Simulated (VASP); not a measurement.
# HfTe (Fm-3m) in VASP: phonons with PBEsol

Aim: the phonons of HfTe with PBEsol.

Everything below comes from runs of VASP 6.6.1. Logs are shortened: lines on timing, memory, paths and dates and some standing lists are left out, and cuts for length are marked.

## Step 1: The crystal as given

The structure is cubic, space group Fm-3m (No. 225). The conventional cell has a = 5.760 Å, b = 5.760 Å, c = 5.760 Å, α = 90.00°, β = 90.00°, γ = 90.00°. Hf (site symmetry m-3m) has 6 Te at 2.88 Å as nearest neighbours. Around Te (site symmetry m-3m) lie 6 Hf at 2.88 Å.

The cell comes from a database or a generator and needn't be the stable form of this composition.

## Step 2: Phonons, PBEsol

Contents of INCAR:

```
PREC = Accurate ; ENCUT = 520
EDIFF = 1E-8 ; ISMEAR = -1
SIGMA = 0.15 ; LREAL = False
LASPH = True ; NELM = 100
ALGO = Normal ; ISIF = 2
LWAVE = False ; LCHARG = False
GGA = PS ; NBANDS = 15
IBRION = 8 ; NSW = 1
```

Contents of KPOINTS:

```
Automatic mesh
0
Gamma
  12 12 12
```

Contents of POSCAR:

```
HfTe
1.0
    0.0000000000      2.8801688544      2.8801688544
    2.8801688544      0.0000000000      2.8801688544
    2.8801688544      2.8801688544      0.0000000000
Hf Te
1 1
Direct
    0.0000000000      0.0000000000      0.0000000000
    0.5000000000      0.5000000000      0.5000000000
```

Potentials or basis: VASP PAW PBE potentials, release 64 (Hf_pv, Te).

Started as:

```console
$ cat potpaw_PBE.64/Hf_pv/POTCAR potpaw_PBE.64/Te/POTCAR > POTCAR
$ mpirun -np 1 vasp_std > vasp.out
```

OUTCAR:

```text
PREC = Accurate
   ENCUT = 520
   EDIFF = 1E-8
   ISMEAR = -1
   LREAL = False
   LASPH = True
   NELM = 100
   ISIF = 2
   GGA = PS
   IBRION = 8
   NSW = 1

 ion  position               nearest neighbor table
   1  0.000  0.000  0.000-   2 2.88   2 2.88   2 2.88   2 2.88   2 2.88   2 2.88
   2  0.500  0.500  0.500-   1 2.88   1 2.88   1 2.88   1 2.88   1 2.88   1 2.88

  LATTYP: Found a face centered cubic cell.
 ALAT       =     5.7603377088

  Lattice vectors:

 A1 = (   0.0000000000,   2.8801688544,   2.8801688544)
 A2 = (   2.8801688544,   0.0000000000,   2.8801688544)
 A3 = (   2.8801688544,   2.8801688544,   0.0000000000)

Analysis of symmetry for initial positions (statically):
=====================================================================
 Subroutine PRICEL returns:
 Original cell was already a primitive cell.

 Routine SETGRP: Setting up the symmetry group for a
 face centered cubic supercell.

 Subroutine GETGRP returns: Found 48 space group operations
 (whereof 48 operations were pure point group operations)
 out of a pool of 48 trial point group operations.

The static configuration has the point symmetry O_h .

Analysis of symmetry for dynamics (positions and initial velocities):
=====================================================================
 Subroutine PRICEL returns:
 Original cell was already a primitive cell.

 Routine SETGRP: Setting up the symmetry group for a
 face centered cubic supercell.

 Subroutine GETGRP returns: Found 48 space group operations
 (whereof 48 operations were pure point group operations)
 out of a pool of 48 trial point group operations.

The dynamic configuration has the point symmetry O_h .

 Subroutine INISYM returns: Found 48 space group operations
 (whereof 48 operations are pure point group operations),
 and found     1 'primitive' translations

----------------------------------------------------------------------------------------

                                     Primitive cell

  volume of cell :      47.7841

  direct lattice vectors                    reciprocal lattice vectors
     0.000000000  2.880168854  2.880168854    -0.173600933  0.173600933  0.173600933
     2.880168854  0.000000000  2.880168854     0.173600933 -0.173600933  0.173600933
     2.880168854  2.880168854  0.000000000     0.173600933  0.173600933 -0.173600933

  length of vectors
     4.073173856  4.073173856  4.073173856     0.300685636  0.300685636  0.300685636

  position of ions in fractional coordinates (direct lattice)
     0.000000000  0.000000000  0.000000000
     0.500000000  0.500000000  0.500000000

  ion indices of the primitive-cell ions
   primitive index   ion index
                 1           1
                 2           2

----------------------------------------------------------------------------------------

 KPOINTS: Automatic mesh

Automatic generation of k-mesh.
 Grid dimensions read from file:
 generate k-points for:   12   12   12

 Generating k-lattice:

  Cartesian coordinates                     Fractional coordinates (reciprocal lattice)
    -0.014466744  0.014466744  0.014466744     0.083333333  0.000000000  0.000000000
     0.014466744 -0.014466744  0.014466744     0.000000000  0.083333333  0.000000000
     0.014466744  0.014466744 -0.014466744     0.000000000  0.000000000  0.083333333

  Length of vectors
     0.025057136  0.025057136  0.025057136

  Shift w.r.t. Gamma in fractional coordinates (k-lattice)
     0.000000000  0.000000000  0.000000000

 Subroutine IBZKPT returns following result:
 ===========================================

 Found     72 irreducible k-points:

[... 77 lines left out ...]
  energy-cutoff  :      520.00
  volume of cell :       47.78
 maximum number of plane-waves:      1305
   NGX = 15   NGY = 15   NGZ = 15

--------------------------------------- Ionic step        1  -------------------------------------------

 number of electron      16.0000002 magnetization

 Free energy of the ion-electron system (eV)
  ---------------------------------------------------
  ext. energy  EPLUGINS =         0.00000000
  ---------------------------------------------------
  free energy    TOTEN  =       -14.55204926 eV

  energy without entropy =      -14.41530919  energy(sigma->0) =      -14.48367922

 E-fermi :   8.2881     XC(G=0): -10.9185

 val. band max:        8.2814695041   @ k =   0.2500   0.2500   0.0000
 cond. band min:       8.3215792754   @ k =  -0.0833   0.0833   0.0000
 fundamental gap:      0.0401097712
 Fermi energy:         8.2881169021

 k-point     1 :       0.0000    0.0000    0.0000
  band No.  band energies     occupation
      1     -23.6477      2.00000
      2     -23.6477      2.00000
      3     -23.6477      2.00000
      4      -6.0749      2.00000
      5       6.2114      2.00000
      6       6.2114      2.00000
      7       6.2114      2.00000
      8       7.2159      1.99843
      9       7.2159      1.99843
     10       7.2159      1.99843
     11       7.8353      1.90683
     12       7.8353      1.90683
     13       9.9325      0.00003
     14      13.7937      0.00000
[... 401 lines left out ...]
      2     -23.6657      2.00000
      3     -23.6541      2.00000
      4      -4.3882      2.00000
      5       0.9534      2.00000
      6       3.2457      2.00000
      7       3.5861      2.00000
      8       8.6932      0.12588
      9       9.0610      0.01151
     10       9.2210      0.00397
     11      11.0830      0.00000
     12      11.5090      0.00000
     13      12.2315      0.00000
     14      14.8597      0.00000
     15      15.2531      0.00000

 [... further k-points ...]
[... 5 lines left out ...]
  --------------------------------------------------------------------------------------
  -------------------------------------------------------------------------------------
  Total       -0.0556732     -0.0556732     -0.0556732      0.0000000      0.0000000      0.0000000
  in kB       -1.8666945     -1.8666945     -1.8666945      0.0000000      0.0000000      0.0000000
  external PRESSURE =      -1.8666945 kB  Pullay stress =       0.0000000 kB

 VOLUME and BASIS-vectors are now :
 -----------------------------------------------------------------------------
  energy-cutoff  :      520.00
  volume of cell :       47.78
      direct lattice vectors                 reciprocal lattice vectors
     0.000000000  2.880168854  2.880168854    -0.173600933  0.173600933  0.173600933
     2.880168854  0.000000000  2.880168854     0.173600933 -0.173600933  0.173600933
     2.880168854  2.880168854  0.000000000     0.173600933  0.173600933 -0.173600933

 POSITION                                       TOTAL-FORCE (eV/Angst)
 -----------------------------------------------------------------------------------
      0.00000      0.00000      0.00000         0.000000     -0.000000     -0.000000
      2.88017      2.88017      2.88017        -0.000000      0.000000      0.000000
 -----------------------------------------------------------------------------------
    total drift:                               -0.000000      0.000000      0.000000

  FREE ENERGIE OF THE ION-ELECTRON SYSTEM (eV)
  ---------------------------------------------------
  free  energy   TOTEN  =       -14.5520492581 eV

  energy  without entropy=      -14.4153091871  energy(sigma->0) =      -14.48367922

[... ionic steps 2 to 3 ...]

--------------------------------------- Ionic step        4  -------------------------------------------

------------------------ aborting loop because EDIFF is reached ----------------------------------------

[... ionic steps 5 to 6 ...]

--------------------------------------- Ionic step        7  -------------------------------------------

 Free energy of the ion-electron system (eV)
  ---------------------------------------------------
  ---------------------------------------------------
  free energy    TOTEN  =        -0.04585440 eV

  energy without entropy =       -0.04585441

------------------------ aborting loop because EDIFF is reached ----------------------------------------

 INTERNAL STRAIN TENSOR  FOR ION    2  DIRECTION 1   (eV/Angst):
 -----------------------------------------------------------------------------
     0.03639  0.00000  0.00000
     0.00000 -0.00631  0.00000
     0.00000  0.00000 -0.00631

 INTERNAL STRAIN TENSOR FOR ION    2 for displacements in x,y,z  (eV/Angst):
          X           Y           Z          XY          YZ          ZX
  --------------------------------------------------------------------------------
  x     0.00000     0.00000     0.00000     0.00000     0.00000     0.00000
  y     0.00000     0.00000     0.00000     0.00000     0.00000     0.00000
  z     0.00000     0.00000     0.00000     0.00000     0.00000     0.00000

 SECOND DERIVATIVES (NOT SYMMETRIZED)
 ------------------------------------
               1X          1Y          1Z          2X          2Y          2Z
  1X    -5.082477    0.000000    0.000000    5.082477    0.000000    0.000000
  1Y     0.000000   -5.082477    0.000000    0.000000    5.082477    0.000000
  1Z     0.000000    0.000000   -5.082477    0.000000    0.000000    5.082477
  2X     5.073266    0.000000    0.000000   -5.073266    0.000000    0.000000
  2Y     0.000000    5.073266    0.000000    0.000000   -5.073266    0.000000
  2Z     0.000000    0.000000    5.073266    0.000000    0.000000   -5.073266

 Eigenvectors and eigenvalues of the dynamical matrix
 ----------------------------------------------------

   1 f  =    4.083675 THz    25.658487 2PiTHz  136.216737 cm-1    16.888715 meV
             X         Y         Z           dx          dy          dz
      0.000000  0.000000  0.000000     0.631316    0.136939    0.000000
      2.880169  2.880169  2.880169    -0.745992   -0.161813    0.000000
[... 21 lines left out ...]
   6 f/i=    0.001826 THz     0.011475 2PiTHz    0.060921 cm-1     0.007553 meV
             X         Y         Z           dx          dy          dz
      0.000000  0.000000  0.000000    -0.208854    0.734213    0.000000
      2.880169  2.880169  2.880169    -0.176748    0.621347    0.000000

--------------------------------------------------------------------------------------------------------

 ELASTIC MODULI CONTR FROM IONIC RELAXATION (kBar)
 Direction    XX          YY          ZZ          XY          YZ          ZX
 --------------------------------------------------------------------------------
 XX           0.0000      0.0000      0.0000      0.0000      0.0000      0.0000
 YY           0.0000      0.0000      0.0000      0.0000      0.0000      0.0000
 ZZ           0.0000      0.0000      0.0000      0.0000      0.0000      0.0000
 XY           0.0000      0.0000      0.0000      0.0000      0.0000      0.0000
 YZ           0.0000      0.0000      0.0000      0.0000      0.0000      0.0000
 ZX           0.0000      0.0000      0.0000      0.0000      0.0000      0.0000
 --------------------------------------------------------------------------------
```

It took 4.7 min on 1 thread of Intel Xeon Platinum 8488C (Sapphire Rapids), shared host; peak memory 0.4 GiB.

What came out:

```yaml
Highest_phonon_frequency_at_Γ_LO-TO_splitting_left_out: 136 cm⁻¹
```

Phonon frequencies in cm⁻¹ (negative: imaginary):
```csv
q point,frequencies
"(0.000, 0.000, 0.000)",0 0 0 136 136 136
```

Caveat: the PAW data sets were made with another functional, which shifts forces and pressure a little. Spin-orbit coupling is left out, which matters for the levels of Hf, Te.
